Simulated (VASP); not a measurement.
OSZICAR of a VASP run on Ni3Si (L1_2):

OSZICAR:
```
       N       E                     dE             d eps       ncg     rms          rms(c)
DAV:   1     0.210949899635E+03    0.21095E+03   -0.15812E+04  2360   0.217E+03
DAV:   2    -0.812588572543E+01   -0.21908E+03   -0.21166E+03  2352   0.376E+02
DAV:   3    -0.190420412865E+02   -0.10916E+02   -0.10534E+02  2577   0.112E+02
DAV:   4    -0.192856801852E+02   -0.24364E+00   -0.24188E+00  2732   0.149E+01
DAV:   5    -0.192948400090E+02   -0.91598E-02   -0.91349E-02  2839   0.270E+00    0.194E+01
DAV:   6    -0.190069736183E+02    0.28787E+00   -0.52315E+01  2714   0.119E+02    0.160E+01
DAV:   7    -0.157884181819E+02    0.32186E+01   -0.15182E+01  2601   0.656E+01    0.407E+00
DAV:   8    -0.157415039600E+02    0.46914E-01   -0.65263E-01  2458   0.640E+00    0.141E+00
DAV:   9    -0.157249122438E+02    0.16592E-01   -0.31813E-02  3184   0.255E+00    0.536E-01
DAV:  10    -0.157225641537E+02    0.23481E-02   -0.32433E-03  3203   0.456E-01    0.214E-01
DAV:  11    -0.157221558150E+02    0.40834E-03   -0.69388E-04  3584   0.312E-01    0.569E-02
DAV:  12    -0.157221556535E+02    0.16159E-06   -0.10732E-04  2523   0.124E-01    0.144E-02
DAV:  13    -0.157221568468E+02   -0.11933E-05   -0.80494E-06  2715   0.194E-02    0.836E-03
DAV:  14    -0.157221572405E+02   -0.39375E-06   -0.56372E-07  2651   0.850E-03    0.362E-03
DAV:  15    -0.157221570178E+02    0.22273E-06   -0.17128E-07  1446   0.600E-03    0.968E-04
DAV:  16    -0.157221571369E+02   -0.11910E-06   -0.24675E-08  1321   0.148E-03    0.298E-04
DAV:  17    -0.157221571036E+02    0.33275E-07   -0.86229E-09  1296   0.106E-03
   1 F= -.15722157E+02 E0= -.15722157E+02  d E =0.000000E+00
```

Q: Which electronic solver shows in the log?

A: It is blocked Davidson (ALGO = Normal, or the opening steps of other solvers). The INCAR had ALGO = Normal.

Q: How was spin treated?

A: Without spin polarisation: there is no mag entry.

Q: Can the final energy be trusted as converged?

A: Self-consistency was reached. It stopped with EDIFF = 1E-7, NELM = 100 (rev-vdW-DF2, plane waves, VASP's PBE PAW potentials (set 64)).

The compound is Ni3Si in the L1_2 structure. It was relaxed first. The run is not spin-polarised, so no magnetic state was tried.
